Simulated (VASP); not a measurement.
Here is the system:

```
TiSi63
1.0
   10.93707     0.00000     0.00000
    0.00000    10.93707     0.00000
    0.00000     0.00000    10.93707
Si Ti
63 1
Direct
  0.50000   0.00000   0.00000
  0.62500   0.12500   0.12500
  0.75000   0.25000   0.00000
  0.87500   0.37500   0.12500
  0.75000   0.00000   0.25000
  0.87500   0.12500   0.37500
  0.00000   0.00000   0.00000
  0.12500   0.12500   0.12500
  0.25000   0.25000   0.00000
  0.37500   0.37500   0.12500
  0.50000   0.50000   0.00000
  0.62500   0.62500   0.12500
  0.75000   0.75000   0.00000
  0.87500   0.87500   0.12500
  0.25000   0.00000   0.25000
  0.37500   0.12500   0.37500
  0.50000   0.25000   0.25000
  0.62543   0.37930   0.37866
  0.75000   0.50000   0.25000
  0.87500   0.62500   0.37500
  0.50000   0.00000   0.50000
  0.62500   0.12500   0.62500
  0.75000   0.25000   0.50000
  0.87500   0.37500   0.62500
  0.75000   0.00000   0.75000
  0.87500   0.12500   0.87500
  0.00000   0.50000   0.00000
  0.12500   0.62500   0.12500
  0.25000   0.75000   0.00000
  0.37500   0.87500   0.12500
  0.00000   0.25000   0.25000
  0.12500   0.37500   0.37500
  0.25000   0.50000   0.25000
  0.37597   0.62676   0.37537
  0.50000   0.75000   0.25000
  0.62500   0.87500   0.37500
  0.00000   0.00000   0.50000
  0.12500   0.12500   0.62500
  0.25000   0.25000   0.50000
  0.37612   0.37931   0.62652
  0.62281   0.62123   0.62660
  0.75000   0.75000   0.50000
  0.87500   0.87500   0.62500
  0.25000   0.00000   0.75000
  0.37500   0.12500   0.87500
  0.50000   0.25000   0.75000
  0.62500   0.37500   0.87500
  0.75000   0.50000   0.75000
  0.87500   0.62500   0.87500
  0.00000   0.75000   0.25000
  0.12500   0.87500   0.37500
  0.00000   0.50000   0.50000
  0.12500   0.62500   0.62500
  0.25000   0.75000   0.50000
  0.37500   0.87500   0.62500
  0.00000   0.25000   0.75000
  0.12500   0.37500   0.87500
  0.25000   0.50000   0.75000
  0.37500   0.62500   0.87500
  0.50000   0.75000   0.75000
  0.62500   0.87500   0.87500
  0.00000   0.75000   0.75000
  0.12500   0.87500   0.87500
  0.49951   0.49746   0.50355
```
Cell charge +1.

Calculation: PBE GGA, VASP's PBE PAW potentials (set 64) (plane waves; VASP). Run with PREC = Normal, LREAL = Auto, ISYM = 0, NELECT = 255.0, EDIFF = 1E-5, 400 eV cut-off, 1×1×1 Γ-centred mesh, Gaussian smearing of 0.050 eV, potentials Si Ti. Starting moments (MAGMOM): 64*0.0156. The cell's moment is fixed (NUPDOWN = 1).

The cell is charged, with a uniform compensating background. The supercell is sampled at Γ alone, which is coarse: total energies, pressure and levels can be off, energies of defects by several tenths of an eV.

Task: The ions are relaxed. What does this cell relax into?

Result: 
```
TiSi63
1.0
   10.93707     0.00000     0.00000
    0.00000    10.93707     0.00000
    0.00000     0.00000    10.93707
Si Ti
63 1
Direct
  0.50002   0.00022   0.00014
  0.62465   0.12419   0.12449
  0.74996   0.24993   0.00038
  0.87593   0.37516   0.12424
  0.74994   0.00017   0.25018
  0.87596   0.12414   0.37521
  0.00000   0.00000   0.99995
  0.12507   0.12505   0.12512
  0.25024   0.25015   0.00004
  0.37523   0.37513   0.12491
  0.49997   0.49995   0.00005
  0.62491   0.62490   0.12455
  0.74994   0.74997   0.99982
  0.87493   0.87495   0.12513
  0.25023   0.00011   0.25023
  0.37526   0.12495   0.37523
  0.49942   0.24890   0.24884
  0.63307   0.36805   0.36782
  0.75190   0.50131   0.24826
  0.87539   0.62506   0.37527
  0.49994   0.00004   0.49988
  0.62482   0.12458   0.62487
  0.75177   0.24838   0.50113
  0.87563   0.37501   0.62502
  0.74988   0.99988   0.74984
  0.87492   0.12505   0.87495
  0.99997   0.50005   0.00029
  0.12409   0.62472   0.12434
  0.25000   0.75007   0.00042
  0.37520   0.87617   0.12420
  0.00000   0.25017   0.25014
  0.12480   0.37518   0.37516
  0.24856   0.49916   0.24849
  0.36750   0.63313   0.36728
  0.50125   0.75194   0.24815
  0.62500   0.87529   0.37530
  0.99985   0.99995   0.49999
  0.12409   0.12401   0.62474
  0.24849   0.24858   0.49923
  0.36640   0.36716   0.63410
  0.63257   0.63224   0.63342
  0.75129   0.75123   0.49936
  0.87565   0.87580   0.62474
  0.25012   0.00025   0.74990
  0.37517   0.12411   0.87607
  0.50112   0.24834   0.75183
  0.62501   0.37492   0.87575
  0.75196   0.49868   0.75206
  0.87605   0.62485   0.87611
  0.00023   0.75001   0.25017
  0.12413   0.87610   0.37527
  0.99999   0.49999   0.49984
  0.12433   0.62504   0.62485
  0.24831   0.75181   0.50108
  0.37512   0.87544   0.62498
  0.00032   0.25003   0.74994
  0.12390   0.37514   0.87636
  0.24775   0.50160   0.75234
  0.37502   0.62515   0.87584
  0.49893   0.75174   0.75186
  0.62480   0.87606   0.87607
  0.99975   0.75004   0.74985
  0.12508   0.87494   0.87495
  0.49907   0.49976   0.50072
```
Cell charge +1. The cell ends with 1.00 μB, on the first 30 sites 0.00 0.01 0.01 0.01 0.01 0.01 0.01 0.01 0.01 0.01 0.01 0.01 0.01 0.01 0.01 0.01 0.01 0.00 0.01 0.01 0.01 0.01 0.01 0.01 0.01 0.01 0.00 0.01 0.01 0.01 μB.

Task: How much energy does the relaxation gain?

Result: The energy (σ→0) changes by -12.0 meV/atom, in 8 ionic steps.

The cell is a supercell with a defect, built from Si (diamond): Ti_Si, charge +1.
